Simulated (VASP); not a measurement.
Method: PBE GGA, VASP's PBE PAW potentials (set 64) (plane waves; VASP).

The input files of a VASP run:

### POSCAR
```
Ga35N36
1.0
  4.8683178924  -8.4321738171   0.0000000000
  4.8683178924   8.4321738171   0.0000000000
  0.0000000000   0.0000000000  10.5562839808
Ga N
35 36
direct
  0.2222220000   0.1111110000   0.2500000000
  0.1111110000   0.2222220000   0.0000000000
  0.2222220000   0.1111110000   0.7500000000
  0.1075820000   0.2211740000   0.4992540000
  0.2161800000   0.4414330000   0.2457970000
  0.1111110000   0.5555560000   0.0000000000
  0.2260990000   0.4435850000   0.7485860000
  0.1102450000   0.5540330000   0.5045960000
  0.2222220000   0.7777780000   0.2500000000
  0.1111110000   0.8888890000   0.0000000000
  0.2222220000   0.7777780000   0.7500000000
  0.1111110000   0.8888890000   0.5000000000
  0.5555560000   0.1111110000   0.2500000000
  0.4444440000   0.2222220000   0.0000000000
  0.5555560000   0.1111110000   0.7500000000
  0.4461440000   0.2185300000   0.4976840000
  0.5575120000   0.4476160000   0.2539430000
  0.4444440000   0.5555560000   0.0000000000
  0.5498240000   0.4400290000   0.7534860000
  0.5581610000   0.7801050000   0.2519340000
  0.4444440000   0.8888890000   0.0000000000
  0.5520890000   0.7769580000   0.7461350000
  0.4382820000   0.8851620000   0.5028080000
  0.8888890000   0.1111110000   0.2500000000
  0.7777780000   0.2222220000   0.0000000000
  0.8888890000   0.1111110000   0.7500000000
  0.7777780000   0.2222220000   0.5000000000
  0.8888890000   0.4444440000   0.2500000000
  0.7777780000   0.5555560000   0.0000000000
  0.8888890000   0.4444440000   0.7500000000
  0.7761510000   0.5563760000   0.5044320000
  0.8888890000   0.7777780000   0.2500000000
  0.7777780000   0.8888890000   0.0000000000
  0.8888890000   0.7777780000   0.7500000000
  0.7837010000   0.8916840000   0.5036520000
  0.2222220000   0.1111110000   0.4385000000
  0.1111110000   0.2222220000   0.1885000000
  0.2222220000   0.1111110000   0.9385000000
  0.1111110000   0.2222220000   0.6885000000
  0.2230530000   0.4445900000   0.4340300000
  0.1111110000   0.5555560000   0.1885000000
  0.2222220000   0.4444440000   0.9385000000
  0.1111110000   0.5555560000   0.6885000000
  0.2222220000   0.7777780000   0.4385000000
  0.1111110000   0.8888890000   0.1885000000
  0.2222220000   0.7777780000   0.9385000000
  0.1111110000   0.8888890000   0.6885000000
  0.5555560000   0.1111110000   0.4385000000
  0.4444440000   0.2222220000   0.1885000000
  0.5555560000   0.1111110000   0.9385000000
  0.4444440000   0.2222220000   0.6885000000
  0.5519610000   0.4441200000   0.4357410000
  0.4444440000   0.5555560000   0.1885000000
  0.5555560000   0.4444440000   0.9385000000
  0.4435710000   0.5493320000   0.6877560000
  0.5515470000   0.7788450000   0.4339510000
  0.4444440000   0.8888890000   0.1885000000
  0.5555560000   0.7777780000   0.9385000000
  0.4444440000   0.8888890000   0.6885000000
  0.8888890000   0.1111110000   0.4385000000
  0.7777780000   0.2222220000   0.1885000000
  0.8888890000   0.1111110000   0.9385000000
  0.7777780000   0.2222220000   0.6885000000
  0.8888890000   0.4444440000   0.4385000000
  0.7777780000   0.5555560000   0.1885000000
  0.8888890000   0.4444440000   0.9385000000
  0.7777780000   0.5555560000   0.6885000000
  0.8888890000   0.7777780000   0.4385000000
  0.7777780000   0.8888890000   0.1885000000
  0.8888890000   0.7777780000   0.9385000000
  0.7777780000   0.8888890000   0.6885000000
```

### INCAR
```
SYSTEM = Ga35N36
PREC = Normal
ENCUT = 400
EDIFF = 1E-5
NELM = 100
ALGO = Fast
LREAL = Auto
LASPH = .TRUE.
ISMEAR = 0
SIGMA = 0.05
GGA = PE
LMAXMIX = 4
LWAVE = .FALSE.
LCHARG = .FALSE.
NELMIN = 4
ISYM = 0
NELECT = 282.0
IBRION = 2
ISIF = 2
NSW = 60
EDIFFG = -0.03
```

KPOINTS:
```
Automatic mesh
0
Gamma
1 1 1
0 0 0
```

POTCAR, in this order: Ga N (PBE.64 set). Program: vasp_gam.

The resulting files:

File OSZICAR:
```
...
RMM:   6    -0.430607216231E+03    0.23098E-03   -0.20031E-03   356   0.861E-02    0.155E-01
RMM:   7    -0.430607118891E+03    0.97339E-04   -0.45822E-04   367   0.408E-02    0.937E-02
RMM:   8    -0.430607088681E+03    0.30210E-04   -0.12957E-04   344   0.227E-02    0.236E-02
RMM:   9    -0.430607094367E+03   -0.56862E-05   -0.39261E-05   248   0.114E-02
   8 F= -.43060709E+03 E0= -.43060641E+03  d E =-.296308E-01
       N       E                     dE             d eps       ncg     rms          rms(c)
DAV:   1    -0.430607295557E+03   -0.20688E-03   -0.57065E-01   372   0.179E+00    0.175E-01
RMM:   2    -0.430610460800E+03   -0.31652E-02   -0.90816E-03   354   0.195E-01    0.610E-01
RMM:   3    -0.430607825422E+03    0.26354E-02   -0.18776E-03   372   0.904E-02    0.109E-01
RMM:   4    -0.430608021345E+03   -0.19592E-03   -0.43774E-04   368   0.484E-02    0.998E-02
RMM:   5    -0.430607932000E+03    0.89345E-04   -0.12318E-04   333   0.221E-02    0.449E-02
RMM:   6    -0.430607919758E+03    0.12243E-04   -0.63867E-05   311   0.160E-02    0.205E-02
RMM:   7    -0.430607925821E+03   -0.60632E-05   -0.19726E-05   225   0.822E-03
   9 F= -.43060793E+03 E0= -.43060719E+03  d E =-.304623E-01
       N       E                     dE             d eps       ncg     rms          rms(c)
DAV:   1    -0.430611245264E+03   -0.33255E-02   -0.53999E+00   354   0.563E+00    0.388E-01
RMM:   2    -0.430620381087E+03   -0.91358E-02   -0.78980E-02   354   0.595E-01    0.624E-01
RMM:   3    -0.430619655667E+03    0.72542E-03   -0.15767E-02   399   0.234E-01    0.387E-01
RMM:   4    -0.430618685807E+03    0.96986E-03   -0.21100E-03   354   0.108E-01    0.225E-01
RMM:   5    -0.430618349586E+03    0.33622E-03   -0.70650E-04   355   0.560E-02    0.161E-01
RMM:   6    -0.430618091326E+03    0.25826E-03   -0.86835E-04   356   0.564E-02    0.463E-02
RMM:   7    -0.430618147125E+03   -0.55798E-04   -0.19496E-04   353   0.264E-02    0.727E-02
RMM:   8    -0.430618104544E+03    0.42581E-04   -0.51256E-05   283   0.134E-02    0.172E-02
RMM:   9    -0.430618107823E+03   -0.32791E-05   -0.17010E-05   223   0.766E-03
  10 F= -.43061811E+03 E0= -.43061736E+03  d E =-.101820E-01
       N       E                     dE             d eps       ncg     rms          rms(c)
DAV:   1    -0.430618108316E+03   -0.37725E-05   -0.70555E-02   420   0.643E-01    0.466E-02
RMM:   2    -0.430618239530E+03   -0.13121E-03   -0.10538E-03   354   0.686E-02    0.777E-02
RMM:   3    -0.430618222184E+03    0.17345E-04   -0.21727E-04   361   0.274E-02    0.443E-02
RMM:   4    -0.430618211789E+03    0.10395E-04   -0.28842E-05   242   0.126E-02    0.278E-02
RMM:   5    -0.430618206421E+03    0.53681E-05   -0.91288E-06   214   0.664E-03
  11 F= -.43061821E+03 E0= -.43061745E+03  d E =-.102806E-01
       N       E                     dE             d eps       ncg     rms          rms(c)
DAV:   1    -0.430619465694E+03   -0.12539E-02   -0.17470E+00   354   0.326E+00    0.220E-01
RMM:   2    -0.430622102935E+03   -0.26372E-02   -0.26830E-02   354   0.351E-01    0.254E-01
RMM:   3    -0.430622372654E+03   -0.26972E-03   -0.50285E-03   400   0.135E-01    0.214E-01
RMM:   4    -0.430622037895E+03    0.33476E-03   -0.70753E-04   356   0.595E-02    0.121E-01
RMM:   5    -0.430621951629E+03    0.86267E-04   -0.25094E-04   367   0.343E-02    0.817E-02
RMM:   6    -0.430621872150E+03    0.79479E-04   -0.32415E-04   356   0.350E-02    0.178E-02
RMM:   7    -0.430621883272E+03   -0.11122E-04   -0.44613E-05   281   0.138E-02    0.323E-02
RMM:   8    -0.430621874661E+03    0.86113E-05   -0.10986E-05   216   0.622E-03
  12 F= -.43062187E+03 E0= -.43062106E+03  d E =-.366824E-02
       N       E                     dE             d eps       ncg     rms          rms(c)
DAV:   1    -0.430621875707E+03    0.75648E-05   -0.26279E-03   412   0.127E-01    0.104E-02
RMM:   2    -0.430621881891E+03   -0.61836E-05   -0.47602E-05   259   0.148E-02    0.170E-02
RMM:   3    -0.430621880689E+03    0.12016E-05   -0.75912E-06   211   0.583E-03    0.810E-03
RMM:   4    -0.430621880757E+03   -0.67805E-07   -0.17632E-06   173   0.293E-03
  13 F= -.43062188E+03 E0= -.43062105E+03  d E =-.367434E-02
       N       E                     dE             d eps       ncg     rms          rms(c)
DAV:   1    -0.430622747656E+03   -0.86697E-03   -0.59307E-01   354   0.188E+00    0.142E-01
RMM:   2    -0.430623982450E+03   -0.12348E-02   -0.93500E-03   354   0.209E-01    0.259E-01
RMM:   3    -0.430623658048E+03    0.32440E-03   -0.18701E-03   399   0.826E-02    0.110E-01
RMM:   4    -0.430623640985E+03    0.17063E-04   -0.28746E-04   358   0.387E-02    0.996E-02
RMM:   5    -0.430623550631E+03    0.90354E-04   -0.81497E-05   326   0.208E-02    0.411E-02
RMM:   6    -0.430623540138E+03    0.10493E-04   -0.11756E-04   340   0.212E-02    0.241E-02
RMM:   7    -0.430623540037E+03    0.10048E-06   -0.21384E-05   224   0.901E-03
  14 F= -.43062354E+03 E0= -.43062268E+03  d E =-.165928E-02
       N       E                     dE             d eps       ncg     rms          rms(c)
DAV:   1    -0.430623535526E+03    0.46119E-05   -0.10395E-03   420   0.786E-02    0.900E-03
RMM:   2    -0.430623539328E+03   -0.38025E-05   -0.22918E-05   227   0.103E-02    0.146E-02
RMM:   3    -0.430623538335E+03    0.99368E-06   -0.40418E-06   195   0.423E-03    0.736E-03
RMM:   4    -0.430623538493E+03   -0.15849E-06   -0.92890E-07   132   0.225E-03
  15 F= -.43062354E+03 E0= -.43062268E+03  d E =-.165774E-02
       N       E                     dE             d eps       ncg     rms          rms(c)
DAV:   1    -0.430623628568E+03   -0.90234E-04   -0.50018E-01   354   0.176E+00    0.119E-01
RMM:   2    -0.430624439009E+03   -0.81044E-03   -0.79527E-03   354   0.192E-01    0.155E-01
RMM:   3    -0.430624503944E+03   -0.64935E-04   -0.16713E-03   404   0.763E-02    0.119E-01
RMM:   4    -0.430624380995E+03    0.12295E-03   -0.18701E-04   354   0.338E-02    0.465E-02
RMM:   5    -0.430624390513E+03   -0.95187E-05   -0.96029E-05   332   0.197E-02
  16 F= -.43062439E+03 E0= -.43062352E+03  d E =-.852020E-03
       N       E                     dE             d eps       ncg     rms          rms(c)
DAV:   1    -0.430624355711E+03    0.25284E-04   -0.49303E-03   420   0.174E-01    0.168E-02
RMM:   2    -0.430624375593E+03   -0.19883E-04   -0.13580E-04   350   0.253E-02    0.371E-02
RMM:   3    -0.430624366721E+03    0.88722E-05   -0.18888E-05   224   0.974E-03    0.116E-02
RMM:   4    -0.430624367145E+03   -0.42364E-06   -0.37986E-06   202   0.469E-03
  17 F= -.43062437E+03 E0= -.43062352E+03  d E =-.828652E-03
       N       E                     dE             d eps       ncg     rms          rms(c)
DAV:   1    -0.430624161761E+03    0.20496E-03   -0.34299E-01   354   0.147E+00    0.105E-01
RMM:   2    -0.430624897571E+03   -0.73581E-03   -0.58564E-03   354   0.161E-01    0.178E-01
RMM:   3    -0.430624746225E+03    0.15135E-03   -0.11437E-03   398   0.644E-02    0.751E-02
RMM:   4    -0.430624749799E+03   -0.35740E-05   -0.14099E-04   353   0.284E-02    0.756E-02
RMM:   5    -0.430624702804E+03    0.46996E-04   -0.50107E-05   280   0.152E-02    0.326E-02
RMM:   6    -0.430624693049E+03    0.97545E-05   -0.81149E-05   329   0.172E-02
  18 F= -.43062469E+03 E0= -.43062381E+03  d E =-.325904E-03
       N       E                     dE             d eps       ncg     rms          rms(c)
DAV:   1    -0.430624733194E+03   -0.30390E-04   -0.24505E-02   372   0.392E-01    0.277E-02
RMM:   2    -0.430624785796E+03   -0.52602E-04   -0.41975E-04   354   0.434E-02    0.492E-02
RMM:   3    -0.430624770729E+03    0.15067E-04   -0.74952E-05   294   0.171E-02    0.174E-02
RMM:   4    -0.430624770904E+03   -0.17463E-06   -0.10731E-05   209   0.767E-03
  19 F= -.43062477E+03 E0= -.43062391E+03  d E =-.403759E-03
```

**OUTCAR**
```
------------------------ aborting loop because EDIFF is reached ----------------------------------------
  FORCE on cell =-STRESS in cart. coord.  units (eV):
  Direction    XX          YY          ZZ          XY          YZ          ZX
  --------------------------------------------------------------------------------------
  Total      -30.7358782    -30.4339208    -40.0048402     -0.0205261      0.0240852     -0.0626521
  in kB      -56.8194034    -56.2611945    -73.9543258     -0.0379452      0.0445247     -0.1158208
  external PRESSURE =     -62.3449746 kB  Pullay stress =       0.0000000 kB
  volume of cell :      866.68
      direct lattice vectors                 reciprocal lattice vectors
     4.868317892 -8.432173817  0.000000000     0.102704879 -0.059296690  0.000000000
     4.868317892  8.432173817  0.000000000     0.102704879  0.059296690  0.000000000
     0.000000000  0.000000000 10.556283981     0.000000000  0.000000000  0.094730305
  FREE ENERGIE OF THE ION-ELECTRON SYSTEM (eV)
  ---------------------------------------------------
  free  energy   TOTEN  =      -430.6247709038 eV

  energy  without entropy=     -430.6230522714  energy(sigma->0) =     -430.62391159

 reached required accuracy - stopping structural energy minimisation
```
(Selected blocks of OUTCAR.)

CONTCAR:
```
Ga35N36
   1.00000000000000
     4.8683178924000003   -8.4321738171000007    0.0000000000000000
     4.8683178924000003    8.4321738171000007    0.0000000000000000
     0.0000000000000000    0.0000000000000000   10.5562839808000000
  Ga              N
    35    36
Direct
     0.2217829689154449    0.1107158693642006    0.2489928482956793
     0.1106149329519742    0.2210066597460758    0.9990642635519530
     0.2216889181855201    0.1102199776300965    0.7505474233336893
     0.1131559205934760    0.2213871733854700    0.5026511588290217
     0.2214538844945288    0.4441279308580035    0.2489121390672422
     0.1106386989795227    0.5560894945336901    0.9990115248331091
     0.2199643528013380    0.4430066716897536    0.7488523701257087
     0.1131955657923087    0.5582397111999808    0.5025930964335009
     0.2217955172274607    0.7778290627938628    0.2489740526385647
     0.1108625761000451    0.8886402337467357    0.9995452486231458
     0.2218255091839284    0.7776476517115007    0.7505489261751617
     0.1108627883596091    0.8887571460977538    0.4995225754371824
     0.5556813426433899    0.1112487662122892    0.2491500721544820
     0.4436520176430453    0.2209570134574766    0.9990601938477756
     0.5556427923074930    0.1108837431262709    0.7505326960216211
     0.4411410967655122    0.2214767312479761    0.5025963413177877
     0.5554046071939148    0.4440828223998061    0.2489289221651706
     0.4441160485066556    0.5552952066901821    0.9974697669216281
     0.5562035257956851    0.4430285402135642    0.7489390208350907
     0.5554598620623333    0.7782549499865994    0.2488432883862159
     0.4438092186638788    0.8892323718225114    0.9990496236041404
     0.5561888141918112    0.7790911577730647    0.7488801825951849
     0.4412351098038963    0.8862339178550143    0.5026181862713809
     0.8884386559476559    0.1111837302705930    0.2491448531852640
     0.7777393903809298    0.2221295158859245    0.0004510599252913
     0.8884659947730621    0.1108864076971504    0.7505882195318456
     0.7776893092724683    0.2222027069728916    0.5005438469055780
     0.8884223673220549    0.4440328355645583    0.2491155055529312
     0.7784920470949332    0.5559600467852510    0.9990139176882603
     0.8884681785723163    0.4438524647113211    0.7505447934116986
     0.7778731402636684    0.5583875669030629    0.5026003369442709
     0.8887886005101425    0.7778057152064312    0.2489981071470634
     0.7785457037061152    0.8890842103011054    0.9989980862775669
     0.8890947019464434    0.7776557091083318    0.7504800507936851
     0.7779824247607035    0.8861774858954499    0.5026498815690745
     0.2218658605982963    0.1108186050381177    0.4381119521842401
     0.1107255768135206    0.2216993315893299    0.1875803624287271
     0.2218535241150150    0.1105001118638181    0.9384995024761931
     0.1103184473911882    0.2207747215194094    0.6891541758325975
     0.1987449654361975    0.4325954109947956    0.4323559613416783
     0.1107022692595504    0.5557895272003187    0.1875185937005407
     0.2207284351003382    0.4435684882208702    0.9393658343351998
     0.1103939243114484    0.5556675869471218    0.6891513097685794
     0.2219203511547138    0.7776660354157592    0.4381666993890489
     0.1107873572592639    0.8887689853726439    0.1883758046893138
     0.2219647856933709    0.7778733000985311    0.9384222041690455
     0.1108732397597974    0.8884886221261027    0.6880112945375487
     0.5552314904801502    0.1108981531826157    0.4381055431148478
     0.4438542586158946    0.2216743179221615    0.1875780187349099
     0.5558992460825025    0.1111927597098164    0.9389362486976560
     0.4436079916950108    0.2207884264339171    0.6891044953719156
     0.5666139196644628    0.4327749547506383    0.4324381237787403
     0.4441344838957033    0.5555241103943902    0.1878201379281975
     0.5558823379827527    0.4436025767452473    0.9394916756801861
     0.4440927162715060    0.5550016321334243    0.7092244181318518
     0.5668684243098936    0.8008138738154889    0.4322735462672399
     0.4438340105424607    0.8890108266115885    0.1875333379879685
     0.5558969907466546    0.7786654382720450    0.9393865582698285
     0.4437676014372506    0.8889497728007948    0.6891419923388946
     0.8885023947458436    0.1108331960899607    0.4381142657010680
     0.7775413922467310    0.2221569697709747    0.1892784625380859
     0.8884954115862113    0.1111345178349380    0.9389871921022582
     0.7775529430367287    0.2219179851722520    0.6883933390363840
     0.8886126269687977    0.4444010257230007    0.4380803664707084
     0.7778850305871793    0.5557666174108480    0.1875616219697004
     0.8885230452859716    0.4439719891341833    0.9389706605350828
     0.7783728189031907    0.5556755166111151    0.6891179257389402
     0.8887637913402849    0.7777170899433530    0.4381591973937909
     0.7779256123871919    0.8889217872421337    0.1874929426478685
     0.8890368346137854    0.7777593557697753    0.9383259114886666
     0.7783953059678616    0.8889531812945691    0.6891427428254697
```

At this cut-off the stress carries a Pulay error, which pulls relaxed volumes low. The cell is charged, with a uniform compensating background. The supercell is sampled at Γ alone, which is coarse: total energies, pressure and levels can be off, energies of defects by several tenths of an eV.

The cell is a supercell with a defect, built from GaN (wurtzite): vac_Ga, charge +3. The run is not spin-polarised, so no state with unpaired spins was tried.
